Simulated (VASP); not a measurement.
# XPS shifts in Zr16HC, part 4 of 5

Aim: how the core levels of Zr16HC differ from atom to atom, with and without the screening of the hole.

VASP 6.6.1, plane waves and PAW; the level of theory is named at each step.

So far. Step 2 (Relaxation): The forces on the free atoms are under 0.05 eV/Å, while the fixed ones keep up to 0.56 eV/Å.

## (4) Core hole, atom Zr3

This step: final-state core hole with the electron kept at the Fermi level, PBE; plane waves and PAW (Zr_sv, H, C, Zr_sv) (VASP 6.6.1).

System of this step: Zr16HC. The cell holds 18 atoms: 16 Zr, 1 H and 1 C. Cell: a = 6.460 Å, b = 6.460 Å, c = 25.005 Å, α = 90.0°, β = 90.0°, γ = 60.0°. It derives from Zr. Adsorbate: added CH, site hcp, coverage in monolayers 0.25, cell 2x2, faces one. Vacuum lies along c.

A core electron of Zr3 (3d) is moved to the Fermi level; this atom comes first in POSCAR as a species of its own.

INCAR

```
SYSTEM = Zr16HC
PREC = Normal
ENCUT = 400
EDIFF = 1E-05
NELM = 120
ISMEAR = 0
SIGMA = 0.1
LREAL = Auto
ALGO = Fast
GGA = PE
NBANDS = 122
LASPH = .TRUE.
LWAVE = .FALSE.
LCHARG = .FALSE.
KPAR = 2
NCORE = 4
ICORELEVEL = 2
CLNT = 1
CLN = 3
CLL = 2
CLZ = 1
ISIF = 0
```

POSCAR

```
Zr16HC
1.0
    6.4600000000      0.0000000000      0.0000000000
    3.2300000000      5.5945241084      0.0000000000
    0.0000000000      0.0000000000     25.0050000000
Zr H C Zr
1 1 1 15
Direct
    0.0001400182      0.0000025377      0.6039395719
    0.3340426541      0.3333291577      0.7055201392
    0.3336360942      0.3333351597      0.6610699078
    0.4963022108      0.0076502608      0.6101217253
    0.0078069005      0.4961631918      0.6101456211
    0.4963253108      0.4961884861      0.6101053685
    0.8320166569      0.3363293708      0.5084096714
    0.3334123465      0.3333314254      0.5083894372
    0.8319868834      0.8318051674      0.5084163284
    0.3364461380      0.8318678052      0.5084038756
    0.0000000000      0.0000000000      0.4033193360
    0.5000000000      0.0000000000      0.4033193360
    0.0000000000      0.5000000000      0.4033193360
    0.5000000000      0.5000000000      0.4033193360
    0.8333333330      0.3333333330      0.2999400120
    0.3333333330      0.3333333330      0.2999400120
    0.8333333330      0.8333333330      0.2999400120
    0.3333333330      0.8333333330      0.2999400120
```

KPOINTS

```
Automatic mesh
0
Gamma
4 4 1
0 0 0
```

The projector-augmented-wave data sets are Zr_sv, H, C and Zr_sv (PBE family, release 64).

Run with:

```bash
> mpirun -np 8 vasp_std
```

The program printed:

```text
[banner, memory and clock lines left out]
running    8 mpi-ranks, on    1 nodes
 distrk:  each k-point on    4 cores,    2 groups
 distr:  one band on    4 cores,    1 groups

 POSCAR found type information on POSCAR ZrH C Zr
 POSCAR found :  4 types and      18 ions
 LDA part: xc-table for (Slater+PW92), standard interpolation
 POSCAR, INCAR and KPOINTS ok, starting setup
 FFT: planning ... GRIDC
 FFT: planning ... GRID_SOFT
 FFT: planning ... GRID
 WAVECAR not read
 entering main loop
       N       E                     dE             d eps       ncg     rms          rms(c)
DAV:   1     0.161242714647E+04    0.16124E+04   -0.92726E+04  3032   0.120E+03
DAV:   2    -0.136460461209E+03   -0.17489E+04   -0.17047E+04  2756   0.400E+02
DAV:   3    -0.316150679426E+03   -0.17969E+03   -0.17473E+03  3832   0.851E+01
DAV:   4    -0.345769723391E+03   -0.29619E+02   -0.29331E+02  4296   0.333E+01
DAV:   5    -0.350566667332E+03   -0.47969E+01   -0.47907E+01  3672   0.996E+00    0.483E+01
RMM:   6    -0.443179986786E+03   -0.92613E+02   -0.21469E+02  3522   0.216E+01    0.316E+01
RMM:   7    -0.393320382368E+03    0.49860E+02   -0.18528E+02  3668   0.163E+01    0.274E+01
RMM:   8    -0.337400533609E+03    0.55920E+02   -0.17031E+01  3498   0.829E+00    0.175E+01
RMM:   9    -0.332388308511E+03    0.50122E+01   -0.63154E+00  3820   0.339E+00    0.150E+01
RMM:  10    -0.328361206020E+03    0.40271E+01   -0.10486E+01  3671   0.420E+00    0.833E+00
RMM:  11    -0.329120553773E+03   -0.75935E+00   -0.39808E+00  3666   0.328E+00    0.867E+00
RMM:  12    -0.327398474763E+03    0.17221E+01   -0.38083E+00  3653   0.317E+00    0.331E+00
RMM:  13    -0.327188806808E+03    0.20967E+00   -0.65781E-01  3733   0.148E+00    0.181E+00
RMM:  14    -0.327113051564E+03    0.75755E-01   -0.23307E-01  3910   0.940E-01    0.816E-01
RMM:  15    -0.327115712846E+03   -0.26613E-02   -0.14229E-01  4479   0.587E-01    0.400E-01
RMM:  16    -0.327115542044E+03    0.17080E-03   -0.37730E-02  4472   0.331E-01    0.205E-01
RMM:  17    -0.327116464760E+03   -0.92272E-03   -0.19045E-02  4435   0.223E-01    0.103E-01
RMM:  18    -0.327117856344E+03   -0.13916E-02   -0.11491E-02  4545   0.160E-01    0.973E-02
RMM:  19    -0.327118574130E+03   -0.71779E-03   -0.50459E-03  4351   0.121E-01    0.611E-02
RMM:  20    -0.327119493560E+03   -0.91943E-03   -0.30643E-03  4332   0.935E-02    0.687E-02
WARNING in EDDRMM: call to ZHEGV failed, returncode =   6  3     53
WARNING in EDDRMM: call to ZHEGV failed, returncode =   8  4     62
RMM:  21    -0.327119866347E+03   -0.37279E-03   -0.18487E-03  4139   0.717E-02    0.300E-02
RMM:  22    -0.327120269135E+03   -0.40279E-03   -0.11843E-03  4091   0.586E-02    0.247E-02
WARNING in EDDRMM: call to ZHEGV failed, returncode =   8  4     33
RMM:  23    -0.327120487949E+03   -0.21881E-03   -0.70760E-04  3896   0.458E-02    0.218E-02
WARNING in EDDRMM: call to ZHEGV failed, returncode =   8  4     44
RMM:  24    -0.327120624669E+03   -0.13672E-03   -0.42302E-04  3828   0.360E-02    0.926E-03
WARNING in EDDRMM: call to ZHEGV failed, returncode =   6  3     27
WARNING in EDDRMM: call to ZHEGV failed, returncode =   8  4    102
RMM:  25    -0.327120722756E+03   -0.98088E-04   -0.29882E-04  3703   0.295E-02    0.140E-02
RMM:  26    -0.327120794463E+03   -0.71707E-04   -0.16877E-04  3397   0.230E-02    0.702E-03
WARNING in EDDRMM: call to ZHEGV failed, returncode =   8  4     27
RMM:  27    -0.327120936608E+03   -0.14215E-03   -0.12267E-04  3216   0.193E-02    0.287E-03
RMM:  28    -0.327121015496E+03   -0.78888E-04   -0.79889E-05  2776   0.157E-02    0.263E-03
RMM:  29    -0.327121082243E+03   -0.66746E-04   -0.62863E-05  2633   0.136E-02    0.122E-03
RMM:  30    -0.327121106311E+03   -0.24068E-04   -0.41701E-05  2262   0.115E-02    0.916E-04
RMM:  31    -0.327121114772E+03   -0.84611E-05   -0.28073E-05  2079   0.101E-02
   1 F= -.32712111E+03 E0= -.32706236E+03  d E =-.117516E+00
```

Elapsed: 3.2 min, on 8 MPI ranks of AMD EPYC 7R32 (Zen 2), shared host; peak memory 2.1 GiB; 22 min of CPU time.

OUTCAR, selected parts (step 4):

```text
The static configuration has the point symmetry C_1 .

 Found     10 irreducible k-points:

   NELECT =     198.0000    total number of electrons

 the core state eigenenergies are
   1-  1s -17855.9710  2s  -2501.7225  2p  -2234.7666  3s   -421.5492  3p   -334.3034
       3d   -192.4426
   2-
   3-  1s   -263.0968
   4-  1s -17815.0054  2s  -2462.2291  2p  -2194.7372  3s   -397.5236  3p   -310.4074
       3d   -167.5091
   5-  1s -17815.0065  2s  -2462.2302  2p  -2194.7383  3s   -397.5246  3p   -310.4084
       3d   -167.5101
   6-  1s -17815.0044  2s  -2462.2281  2p  -2194.7362  3s   -397.5227  3p   -310.4065
       3d   -167.5081
   7-  1s -17814.8206  2s  -2462.0417  2p  -2194.5499  3s   -397.3435  3p   -310.2274
       3d   -167.3284
   8-  1s -17814.7194  2s  -2461.9334  2p  -2194.4420  3s   -397.2386  3p   -310.1225
       3d   -167.2229
   9-  1s -17814.8209  2s  -2462.0420  2p  -2194.5501  3s   -397.3438  3p   -310.2277
       3d   -167.3287
  10-  1s -17814.8203  2s  -2462.0414  2p  -2194.5496  3s   -397.3433  3p   -310.2271
       3d   -167.3282
  11-  1s -17814.8707  2s  -2462.0852  2p  -2194.5941  3s   -397.3808  3p   -310.2646
       3d   -167.3656
  12-  1s -17814.8558  2s  -2462.0747  2p  -2194.5832  3s   -397.3719  3p   -310.2557
       3d   -167.3569
  13-  1s -17814.8557  2s  -2462.0745  2p  -2194.5830  3s   -397.3717  3p   -310.2556
       3d   -167.3567
  14-  1s -17814.8560  2s  -2462.0748  2p  -2194.5833  3s   -397.3720  3p   -310.2558
       3d   -167.3570
  15-  1s -17815.3254  2s  -2462.5021  2p  -2195.0155  3s   -397.7705  3p   -310.6541
       3d   -167.7545
  16-  1s -17815.3284  2s  -2462.5054  2p  -2195.0187  3s   -397.7737  3p   -310.6573
       3d   -167.7577
  17-  1s -17815.3254  2s  -2462.5021  2p  -2195.0155  3s   -397.7705  3p   -310.6541
       3d   -167.7545
  18-  1s -17815.3254  2s  -2462.5021  2p  -2195.0155  3s   -397.7705  3p   -310.6541
       3d   -167.7545

 E-fermi :   1.4427

 k-point     1 :       0.0000    0.0000    0.0000
  band No.  band energies     occupation
    ...
     90       0.3844      2.00000
     91       0.6244      2.00000
     92       0.6247      2.00000
     93       0.8949      2.00000
     94       1.3277      1.89640
     95       1.5668      0.07939
     96       1.5673      0.07812
     97       1.7221      0.00008
     98       1.8309      0.00000
     99       1.9892      0.00000
    ...

 k-point     2 :       0.2500   -0.0000    0.0000
  band No.  band energies     occupation
    ...
     92       0.7719      2.00000
     93       0.8946      2.00000
     94       1.1074      2.00000
     95       1.4108      1.34862
     96       1.4613      0.79273
     97       1.4965      0.44671
     98       1.5908      0.03623
     99       1.6196      0.01237
    100       1.6851      0.00061
    101       1.7661      0.00000
    ...

 POSITION                                       TOTAL-FORCE (eV/Angst)
 -----------------------------------------------------------------------------------
      0.00091      0.00001     15.10151         0.000362     -0.000007     -1.322310
      3.23457      1.86482     17.64153        -0.001823     -0.000050     -0.021719
      3.23196      1.86485     16.53005        -0.002013     -0.000195     -0.251751
      3.23082      0.04280     15.25609         0.000067      0.225091      0.288831
      1.65304      2.77580     15.25669         0.196865     -0.113428      0.289776
      4.80895      2.77594     15.25568        -0.193872     -0.111619      0.287576
      6.46117      1.88160     12.71278        -0.001080     -0.287028      0.396389
      3.23050      1.86483     12.71228         0.002078      0.000220     -0.115745
      8.06137      4.65355     12.71295         0.248198      0.143712      0.396158
      4.86038      4.65390     12.71264        -0.249556      0.143056      0.395833
      0.00000      0.00000     10.08500        -0.000014      0.000011     -0.680499
      3.23000      0.00000     10.08500         0.000343     -0.057672     -0.589726
      1.61500      2.79726     10.08500        -0.049855      0.029017     -0.589476
      4.84500      2.79726     10.08500         0.049893      0.028651     -0.590020
      6.46000      1.86484      7.50000         0.000058     -0.006454      0.522726
      3.23000      1.86484      7.50000         0.000182      0.000050      0.538245
      8.07500      4.66210      7.50000         0.005701      0.003309      0.522761
      4.84500      4.66210      7.50000        -0.005533      0.003336      0.522950
 -----------------------------------------------------------------------------------
    total drift:                                0.001352     -0.000537      0.014280

  FREE ENERGIE OF THE ION-ELECTRON SYSTEM (eV)
  ---------------------------------------------------
  free  energy   TOTEN  =      -327.1211147718 eV

  energy  without entropy=     -327.0035988313  energy(sigma->0) =     -327.06235680

[... 7 parts as in an earlier step ...]

[... 5 further parts left out ...]
```

This step gave:

| Quantity | Value |
| --- | --- |
| free energy (TOTEN) | -327.1211 eV |
| energy at zero smearing | -327.0624 eV |
| Fermi energy | 1.443 eV |

This is the reference for holes on Zr.

## (5) Core hole, atom Zr6

The same hole on the next atom.

INCAR is that of step 4.

POSCAR, as its differences from that of step 4:

```diff
@@ -8,8 +8,8 @@
 Direct
-    0.0001400182      0.0000025377      0.6039395719
+    0.4963253108      0.4961884861      0.6101053685
     0.3340426541      0.3333291577      0.7055201392
     0.3336360942      0.3333351597      0.6610699078
+    0.0001400182      0.0000025377      0.6039395719
     0.4963022108      0.0076502608      0.6101217253
     0.0078069005      0.4961631918      0.6101456211
-    0.4963253108      0.4961884861      0.6101053685
     0.8320166569      0.3363293708      0.5084096714
```

KPOINTS is that of step 4.

Run with:

```bash
> mpirun -np 8 vasp_std
```

The program printed:

```text
[... set-up lines as in an earlier step ...]
 entering main loop
       N       E                     dE             d eps       ncg     rms          rms(c)
DAV:   1     0.162242031085E+04    0.16224E+04   -0.92610E+04  3024   0.120E+03
DAV:   2    -0.136775823383E+03   -0.17592E+04   -0.17160E+04  2772   0.401E+02
DAV:   3    -0.315639395260E+03   -0.17886E+03   -0.17389E+03  3856   0.852E+01
DAV:   4    -0.344996479470E+03   -0.29357E+02   -0.29049E+02  4232   0.332E+01
[...]
RMM:  18    -0.327119650455E+03   -0.13157E-02   -0.83484E-03  4500   0.142E-01    0.116E-01
RMM:  19    -0.327120147988E+03   -0.49753E-03   -0.43691E-03  4380   0.113E-01    0.484E-02
RMM:  20    -0.327120839866E+03   -0.69188E-03   -0.27397E-03  4348   0.854E-02    0.390E-02
WARNING in EDDRMM: call to ZHEGV failed, returncode =   8  4     50
RMM:  21    -0.327121383947E+03   -0.54408E-03   -0.15883E-03  4189   0.672E-02    0.189E-02
RMM:  22    -0.327121808782E+03   -0.42483E-03   -0.99128E-04  4099   0.541E-02    0.118E-02
WARNING in EDDRMM: call to ZHEGV failed, returncode =   6  3     46
RMM:  23    -0.327122015087E+03   -0.20631E-03   -0.66528E-04  3973   0.423E-02    0.126E-02
WARNING in EDDRMM: call to ZHEGV failed, returncode =   8  4     91
WARNING in EDDRMM: call to ZHEGV failed, returncode =   6  3     76
RMM:  24    -0.327122159891E+03   -0.14480E-03   -0.42276E-04  3877   0.342E-02    0.598E-03
RMM:  25    -0.327122273889E+03   -0.11400E-03   -0.28523E-04  3691   0.271E-02    0.462E-03
WARNING in EDDRMM: call to ZHEGV failed, returncode =   8  4     77
RMM:  26    -0.327122444699E+03   -0.17081E-03   -0.18212E-04  3395   0.217E-02    0.284E-03
WARNING in EDDRMM: call to ZHEGV failed, returncode =   6  3     91
RMM:  27    -0.327122537800E+03   -0.93101E-04   -0.12732E-04  3084   0.175E-02    0.203E-03
RMM:  28    -0.327122599838E+03   -0.62038E-04   -0.83850E-05  2770   0.145E-02    0.160E-03
RMM:  29    -0.327122640739E+03   -0.40901E-04   -0.63756E-05  2573   0.125E-02    0.900E-04
RMM:  30    -0.327122662767E+03   -0.22028E-04   -0.44642E-05  2355   0.108E-02    0.685E-04
RMM:  31    -0.327122672692E+03   -0.99247E-05   -0.33204E-05  2138   0.948E-03
   1 F= -.32712267E+03 E0= -.32706815E+03  d E =-.109036E+00
```

The job ended after 3.5 min (8 MPI ranks; peak memory 2.2 GiB).

OUTCAR, selected parts (step 5):

```text
 POSITION                                       TOTAL-FORCE (eV/Angst)
 -----------------------------------------------------------------------------------
      4.80895      2.77594     15.25568        -0.717581     -0.414078     -0.128470
      3.23457      1.86482     17.64153         0.056696      0.033760     -0.026420
      3.23196      1.86485     16.53005         0.657345      0.380821     -0.526609
      0.00091      0.00001     15.10151        -0.023962     -0.013953     -0.074819
      3.23082      0.04280     15.25609         0.030023     -0.067542      0.133174
      1.65304      2.77580     15.25669        -0.041381      0.058735      0.134416
      6.46117      1.88160     12.71278        -0.205155      0.170241      0.246036
      3.23050      1.86483     12.71228         0.282749      0.162388      0.333403
      8.06137      4.65355     12.71295        -0.084861     -0.048429     -0.031782
      4.86038      4.65390     12.71264         0.044675     -0.262458      0.245688
      0.00000      0.00000     10.08500        -0.011453     -0.006584     -0.700690
      3.23000      0.00000     10.08500         0.013188     -0.022919     -0.576833
      1.61500      2.79726     10.08500        -0.013351      0.022810     -0.576505
      4.84500      2.79726     10.08500         0.016680      0.009415     -0.567745
[...]
-----------------------------------------------------------------------------------
    total drift:                               -0.000308     -0.001489      0.018344

  FREE ENERGIE OF THE ION-ELECTRON SYSTEM (eV)
  ---------------------------------------------------
  free  energy   TOTEN  =      -327.1226726920 eV

  energy  without entropy=     -327.0136370953  energy(sigma->0) =     -327.06815489

[... 2 parts as in an earlier step ...]

[... 1 further part left out ...]
[key lines of the parts left out:]
E-fermi :   1.4762
```

Against the hole on Zr3 the energy differs by -0.01 eV.

(Part 4 of 5 ends here.)

[Lines on the potential files, build, host, timing and source positions are cut from VASP's logs without a mark.]

[Logs are printed without paths, hosts, clocks, repeated set-up lines and the standing remarks that a program may print on its own settings, such as how far it seeks lower states.]

[Hosts, paths, dates, database ids (printed as entryN), source tags and the programs' standing remarks are cut or masked in the printed files.]
